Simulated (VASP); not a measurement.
VASP input:

### POSCAR
```
KCl
1
    0.0000000000     3.2940000000     3.2940000000
    3.2940000000     0.0000000000     3.2940000000
    3.2940000000     3.2940000000     0.0000000000
K Cl
1 1
Direct
  0.0000000000   0.0000000000   0.0000000000
  0.5000000000   0.5000000000   0.5000000000
```

INCAR:
```
ALGO = Normal
EDIFF = 1E-6
EDIFFG = -0.01
ENCUT = 400
GGA = PS
IBRION = 2
ISIF = 3
ISMEAR = 0
LASPH = T
LCHARG = F
LREAL = F
LWAVE = F
NELM = 100
NSW = 60
PREC = Accurate
SIGMA = 0.05
SYSTEM = KCl
```

KPOINTS:
```
kpoints
0
G
  6 6 6
```

POTCAR, in this order: K_sv Cl (PBE.64 set). Program: vasp_std.

**Question.** Write an equivalent input for Ansatz.

**Answer.** One equivalent input (not run):
Ansatz 0.2 input:
```yaml
crystal:
  lattice:
    - [0.0000000, 3.2940000, 3.2940000]
    - [3.2940000, 0.0000000, 3.2940000]
    - [3.2940000, 3.2940000, 0.0000000]
  atoms:
    - { symbol: K, position: [0.0000000, 0.0000000, 0.0000000] }
    - { symbol: Cl, position: [0.5000000, 0.5000000, 0.5000000] }
kpoints:
  mp_grid: { grid: [6, 6, 6] }
hamiltonian:
  xc: pbesol
  pseudopotentials: { kind: paw }
scf:
  occupations: { method: gaussian, width: 0.05 }
  max_iter: 100
relax:
  max_steps: 60
  f_tol: 0.01
  cell: {}
output: { forces: true, stress: true, eigenvalues: true }
```
Limits of the translation: each code has its own PAW files, so the cut-off isn't converted (ENCUT is set for VASP's; basis.ecutwfc is left out, and Ansatz then takes the one that its files recommend); Ansatz stops its SCF on the density residual and VASP on the energy change (EDIFF).

The structure was generated: KCl was put into the rock salt type (Fm-3m), which need not be its known phase. This run relaxes it. Symmetry was kept, so distortions that lower it aren't found.
